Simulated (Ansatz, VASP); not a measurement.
# Pt3PbC in two plane-wave programs, part 2 of 3

Wanted: the spread between two codes on one cell, functional and k mesh. The cell is taken from a series of runs on this material, whose earlier steps may have relaxed, scaled, displaced or heated it; both programs get it as it stands.

VASP 6.6.1 and Ansatz 0.2.0.

So far: Starting point; Ansatz: zone-centre phonons, PBEsol.

### Step 3. VASP: zone-centre phonons, PBEsol

Level of this step: PBEsol; plane waves and PAW (Pt, Pb_d, C) (VASP).

The same cell, functional, mesh and smearing now go to VASP, with its own data sets.

Lines of VASP's logs that name or quote its potential files are left out, and so is its time.

File INCAR:

```
SYSTEM = Pt3PbC
PREC = Accurate
ENCUT = 600
EDIFF = 1E-08
NELM = 120
ISMEAR = 1
SIGMA = 0.2
LREAL = .FALSE.
ALGO = Normal
GGA = PS
NBANDS = 30
LASPH = .TRUE.
LORBIT = 11
LWAVE = .FALSE.
LCHARG = .FALSE.
ISIF = 2
IBRION = 8
GGA_COMPAT = .FALSE.
KPAR = 2
```

File POSCAR:

```
Pt3PbC
1.0
    3.1324906765      1.8085443353      2.2938944224
   -3.1324906765      1.8085443353      2.2938944224
    0.0000000000     -3.6170886706      2.2938944224
Pt Pb C
3 1 1
Direct
    0.4858123099      0.4858123099      0.0245908897
    0.4858123099      0.0245908897      0.4858123099
    0.0245908897      0.4858123099      0.4858123099
    0.9838841806      0.9838841806      0.9838841806
    0.5477664296      0.5477664296      0.5477664296
```

File KPOINTS:

```
Automatic mesh
0
Gamma
9 9 9
0 0 0
```

Potentials, in the order of the species: Pt, Pb_d and C (PBE family, release 64).

Command:

```console
> mpirun -np 2 vasp_std
```

Output:

```text
[banner, memory and clock lines left out]
running    2 mpi-ranks, on    1 nodes
 distrk:  each k-point on    1 cores,    2 groups
 distr:  one band on    1 cores,    1 groups

 POSCAR found type information on POSCAR PtPbC
 POSCAR found :  3 types and       5 ions
|                                                                             |
|               ----> ADVICE to this user running VASP <----                  |
|                                                                             |
|     You enforced a specific xc type in the INCAR file but a different       |
|     [... a line on the potential file left out ...]
|     I HOPE YOU KNOW WHAT YOU ARE DOING!                                     |
|                                                                             |

 LDA part: xc-table for (Slater+PW92), standard interpolation
 POSCAR, INCAR and KPOINTS ok, starting setup
 FFT: planning ... GRIDC
 FFT: planning ... GRID_SOFT
 FFT: planning ... GRID
 WAVECAR not read
 entering main loop
       N       E                     dE             d eps       ncg     rms          rms(c)
DAV:   1     0.478825407795E+03    0.47883E+03   -0.25117E+04  5100   0.197E+03
DAV:   2     0.104990969518E+02   -0.46833E+03   -0.44175E+03  5498   0.483E+02
DAV:   3    -0.330403099386E+02   -0.43539E+02   -0.40378E+02  6370   0.139E+02
DAV:   4    -0.348134736417E+02   -0.17732E+01   -0.17479E+01  5944   0.269E+01
DAV:   5    -0.348822583964E+02   -0.68785E-01   -0.68733E-01  6872   0.568E+00    0.237E+01
DAV:   6    -0.329903755178E+02    0.18919E+01   -0.89675E+00  6272   0.198E+01    0.115E+01
DAV:   7    -0.327592208144E+02    0.23115E+00   -0.11725E+00  5670   0.826E+00    0.742E+00
DAV:   8    -0.327309121850E+02    0.28309E-01   -0.23988E-01  6386   0.305E+00    0.831E-01
DAV:   9    -0.327162530026E+02    0.14659E-01   -0.31479E-02  6370   0.130E+00    0.252E-01
DAV:  10    -0.327165887628E+02   -0.33576E-03   -0.80594E-03  6004   0.596E-01    0.938E-02
DAV:  11    -0.327165582106E+02    0.30552E-04   -0.27486E-04  6830   0.156E-01    0.346E-02
DAV:  12    -0.327165532046E+02    0.50060E-05   -0.42000E-05  7196   0.637E-02    0.168E-02
DAV:  13    -0.327165529049E+02    0.29970E-06   -0.40740E-06  6420   0.172E-02    0.317E-03
DAV:  14    -0.327165530264E+02   -0.12152E-06   -0.54377E-07  6220   0.493E-03    0.110E-03
DAV:  15    -0.327165530006E+02    0.25801E-07   -0.60045E-08  5702   0.187E-03    0.315E-04
DAV:  16    -0.327165529941E+02    0.65593E-08   -0.19344E-09  3612   0.359E-04
   1 F= -.32716553E+02 E0= -.32713878E+02  d E =-.802547E-02
 Linear response reoptimize wavefunctions to high precision
DAV:   1    -0.327165529941E+02   -0.54570E-11   -0.79318E-10  3516   0.237E-04
 Linear response DOF=           7
 Linear response progress:
  Degree of freedom:   1/  7
       N       E                     dE             d eps       ncg     rms          rms(c)
RMM:   1    -0.269125420759E+00   -0.26913E+00   -0.28934E-01 37634   0.254E+00
RMM:   2    -0.262281419087E+00    0.68440E-02   -0.17061E-02 38671   0.867E-01    0.126E-01
RMM:   3    -0.262340005125E+00   -0.58586E-04   -0.22217E-03 36158   0.335E-01    0.788E-02
RMM:   4    -0.262735597756E+00   -0.39559E-03   -0.87525E-04 36312   0.191E-01    0.303E-02
RMM:   5    -0.262777276388E+00   -0.41679E-04   -0.12757E-04 40017   0.855E-02    0.154E-02
RMM:   6    -0.262755020036E+00    0.22256E-04   -0.21126E-05 36805   0.313E-02    0.102E-02
RMM:   7    -0.262764590601E+00   -0.95706E-05   -0.14222E-05 37763   0.196E-02    0.218E-03
RMM:   8    -0.262764532426E+00    0.58174E-07   -0.17347E-06 36604   0.906E-03    0.126E-03
RMM:   9    -0.262759047827E+00    0.54846E-05   -0.35035E-07 39532   0.400E-03    0.577E-04
RMM:  10    -0.262757737284E+00    0.13105E-05   -0.17167E-07 38476   0.183E-03    0.279E-04
RMM:  11    -0.262756455639E+00    0.12816E-05   -0.38920E-08 38526   0.974E-04    0.173E-04
RMM:  12    -0.262756500257E+00   -0.44618E-07   -0.16005E-08 36108   0.496E-04    0.520E-05
RMM:  13    -0.262756775558E+00   -0.27530E-06   -0.29779E-10 40995   0.269E-04    0.177E-05
RMM:  14    -0.262756806094E+00   -0.30536E-07   -0.96384E-09 41207   0.135E-04    0.936E-06
RMM:  15    -0.262756784007E+00    0.22087E-07   -0.21884E-08 41651   0.802E-05    0.318E-06
RMM:  16    -0.262756756944E+00    0.27063E-07   -0.83802E-09 40275   0.570E-05    0.741E-07
RMM:  17    -0.262756751756E+00    0.51884E-08   -0.13506E-08 40087   0.460E-05    0.772E-07
 first order change of Fermi-energy   0.17174E-03
 force on displaced ion       1 direction 1 :  -2.633  -0.001  -0.004
 Linear response progress:
  Degree of freedom:   2/  7
       N       E                     dE             d eps       ncg     rms          rms(c)
RMM:   1    -0.270249870028E+00   -0.27025E+00   -0.30834E-01 22317   0.258E+00
RMM:   2    -0.257547658274E+00    0.12702E-01   -0.20127E-02 22036   0.821E-01    0.140E-01
RMM:   3    -0.257764519733E+00   -0.21686E-03   -0.29568E-03 21309   0.389E-01    0.920E-02
RMM:   4    -0.257903947665E+00   -0.13943E-03   -0.69079E-04 21527   0.163E-01    0.502E-02
RMM:   5    -0.258084075357E+00   -0.18013E-03   -0.17918E-04 22646   0.858E-02    0.200E-02
RMM:   6    -0.258166395306E+00   -0.82320E-04   -0.23883E-05 22182   0.330E-02    0.780E-03
RMM:   7    -0.258195548540E+00   -0.29153E-04   -0.41649E-06 21018   0.143E-02    0.377E-03
[...]
first order change of Fermi-energy  -0.71102E-01
 force on displaced ion       1 direction 3 :   0.000   1.579  -6.869
 Linear response progress:
  Degree of freedom:   4/  7
       N       E                     dE             d eps       ncg     rms          rms(c)
RMM:   1    -0.333859246201E+00   -0.33386E+00   -0.99789E-02 30737   0.443E+00
RMM:   2    -0.335644330092E+00   -0.17851E-02   -0.11530E-02 33165   0.715E-01    0.448E-02
RMM:   3    -0.335490756065E+00    0.15357E-03   -0.10400E-03 39221   0.192E-01    0.235E-02
RMM:   4    -0.335222024389E+00    0.26873E-03   -0.13949E-04 39169   0.758E-02    0.698E-03
RMM:   5    -0.335202329076E+00    0.19695E-04   -0.21396E-05 37855   0.305E-02    0.438E-03
RMM:   6    -0.335183216519E+00    0.19113E-04   -0.46800E-06 37147   0.148E-02    0.179E-03
RMM:   7    -0.335173040776E+00    0.10176E-04   -0.20045E-06 40045   0.813E-03    0.455E-04
RMM:   8    -0.335173703029E+00   -0.66225E-06   -0.77962E-07 38677   0.432E-03    0.278E-04
RMM:   9    -0.335174565358E+00   -0.86233E-06   -0.44077E-07 39950   0.211E-03    0.120E-04
RMM:  10    -0.335174645921E+00   -0.80562E-07    0.55276E-08 41055   0.106E-03    0.919E-05
RMM:  11    -0.335175066043E+00   -0.42012E-06   -0.62463E-08 38972   0.600E-04    0.465E-05
RMM:  12    -0.335175329378E+00   -0.26334E-06   -0.22661E-08 37899   0.318E-04    0.139E-05
RMM:  13    -0.335175317282E+00    0.12096E-07   -0.16918E-08 41492   0.180E-04    0.775E-06
RMM:  14    -0.335175348458E+00   -0.31176E-07   -0.48388E-09 41894   0.109E-04    0.269E-06
RMM:  15    -0.335175353883E+00   -0.54246E-08    0.46837E-09 40902   0.703E-05    0.163E-06
 first order change of Fermi-energy   0.25296E-04
 force on displaced ion       4 direction 1 :  -3.859  -0.000   0.000
 Linear response progress:
  Degree of freedom:   5/  7
       N       E                     dE             d eps       ncg     rms          rms(c)
RMM:   1    -0.336561122926E+00   -0.33656E+00   -0.10003E-01  7410   0.441E+00
RMM:   2    -0.337415907066E+00   -0.85478E-03   -0.12095E-02  7693   0.721E-01    0.583E-02
RMM:   3    -0.337177988462E+00    0.23792E-03   -0.11511E-03  8936   0.203E-01    0.310E-02
RMM:   4    -0.336887115344E+00    0.29087E-03   -0.20894E-04  9084   0.897E-02    0.687E-03
RMM:   5    -0.336856811755E+00    0.30304E-04   -0.27472E-05  8804   0.370E-02    0.375E-03
RMM:   6    -0.336845129711E+00    0.11682E-04   -0.69802E-06  8301   0.181E-02    0.137E-03
RMM:   7    -0.336837880593E+00    0.72491E-05   -0.20498E-06  8914   0.948E-03    0.534E-04
RMM:   8    -0.336840832374E+00   -0.29518E-05   -0.71012E-07  8886   0.513E-03    0.200E-04
RMM:   9    -0.336839970445E+00    0.86193E-06   -0.17380E-07  9005   0.250E-03    0.108E-04
RMM:  10    -0.336839986475E+00   -0.16030E-07   -0.52475E-08  9368   0.127E-03    0.742E-05
RMM:  11    -0.336840436410E+00   -0.44993E-06   -0.17947E-08  9086   0.662E-04    0.133E-05
RMM:  12    -0.336840482573E+00   -0.46163E-07   -0.11401E-08  9287   0.345E-04    0.131E-05
RMM:  13    -0.336840542150E+00   -0.59577E-07   -0.51299E-09  9321   0.192E-04    0.742E-06
RMM:  14    -0.336840556631E+00   -0.14481E-07   -0.15758E-09  9296   0.112E-04    0.443E-06
RMM:  15    -0.336840584377E+00   -0.27746E-07   -0.15422E-09  9180   0.706E-05    0.172E-06
RMM:  16    -0.336840587174E+00   -0.27969E-08   -0.14060E-09  9555   0.478E-05    0.803E-07
 first order change of Fermi-energy   0.53891E-01
 force on displaced ion       4 direction 3 :  -0.000   0.000  -7.322
 Linear response progress:
  Degree of freedom:   6/  7
       N       E                     dE             d eps       ncg     rms          rms(c)
RMM:   1    -0.119608552414E+00   -0.11961E+00    0.86014E-02 51446   0.145E+00
RMM:   2    -0.116536617406E+00    0.30719E-02   -0.62417E-03 36925   0.458E-01    0.179E-01
RMM:   3    -0.116728079180E+00   -0.19146E-03   -0.14199E-03 36729   0.238E-01    0.102E-01
RMM:   4    -0.117099734353E+00   -0.37166E-03   -0.84871E-04 38618   0.150E-01    0.418E-02
RMM:   5    -0.117147573309E+00   -0.47839E-04   -0.13173E-04 36923   0.827E-02    0.191E-02
RMM:   6    -0.117076642256E+00    0.70931E-04   -0.66633E-05 35476   0.476E-02    0.588E-03
RMM:   7    -0.117135200047E+00   -0.58558E-04   -0.15285E-05 35087   0.259E-02    0.240E-03
RMM:   8    -0.117132750869E+00    0.24492E-05   -0.36789E-06 40019   0.122E-02    0.165E-03
RMM:   9    -0.117125269414E+00    0.74815E-05   -0.11904E-06 35668   0.646E-03    0.778E-04
RMM:  10    -0.117124269180E+00    0.10002E-05   -0.26943E-07 41026   0.297E-03    0.615E-04
RMM:  11    -0.117124955113E+00   -0.68593E-06   -0.45792E-08 38433   0.135E-03    0.114E-04
RMM:  12    -0.117125030323E+00   -0.75210E-07   -0.98343E-09 40781   0.570E-04    0.991E-05
RMM:  13    -0.117125128995E+00   -0.98672E-07   -0.14171E-08 41096   0.284E-04    0.369E-05
RMM:  14    -0.117125258259E+00   -0.12926E-06   -0.63106E-09 41555   0.149E-04    0.105E-05
RMM:  15    -0.117125258620E+00   -0.36124E-09   -0.27919E-10 40163   0.777E-05    0.558E-06
 first order change of Fermi-energy  -0.58819E-04
 force on displaced ion       5 direction 1 :  -2.553   0.006  -0.002
 Linear response progress:
  Degree of freedom:   7/  7
       N       E                     dE             d eps       ncg     rms          rms(c)
RMM:   1    -0.119484395436E+00   -0.11948E+00    0.64831E-02 11854   0.145E+00
RMM:   2    -0.115072158076E+00    0.44122E-02   -0.61426E-03  8484   0.498E-01    0.158E-01
RMM:   3    -0.115306286339E+00   -0.23413E-03   -0.13748E-03  8486   0.240E-01    0.821E-02
RMM:   4    -0.115677112927E+00   -0.37083E-03   -0.71548E-04  9113   0.144E-01    0.209E-02
RMM:   5    -0.115635017374E+00    0.42096E-04   -0.81141E-05  8632   0.659E-02    0.137E-02
RMM:   6    -0.115619002330E+00    0.16015E-04   -0.28341E-05  8720   0.332E-02    0.370E-03
RMM:   7    -0.115645792561E+00   -0.26790E-04   -0.76447E-06  8917   0.176E-02    0.173E-03
RMM:   8    -0.115636042096E+00    0.97505E-05   -0.12291E-06  9220   0.739E-03    0.472E-04
RMM:   9    -0.115634952564E+00    0.10895E-05   -0.28641E-07  9283   0.326E-03    0.370E-04
RMM:  10    -0.115634575485E+00    0.37708E-06   -0.57469E-08  9584   0.131E-03    0.107E-04
RMM:  11    -0.115635088621E+00   -0.51314E-06   -0.16108E-08  8970   0.584E-04    0.495E-05
RMM:  12    -0.115635096741E+00   -0.81197E-08    0.11087E-09  9678   0.273E-04    0.116E-05
 first order change of Fermi-energy   0.15953E+00
 force on displaced ion       5 direction 3 :   0.000  -0.000  -5.158
 Linear response finished
```

[end of part 2 of 3]

[Lines on the potential files, build, host, timing and source positions are cut from VASP's logs without a mark.]

[Logs are printed without paths, hosts, clocks, repeated set-up lines and the standing remarks that a program may print on its own settings, such as how far it seeks lower states.]

[Hosts, paths, dates, database ids (printed as entryN), source tags and the programs' standing remarks are cut or masked in the printed files.]
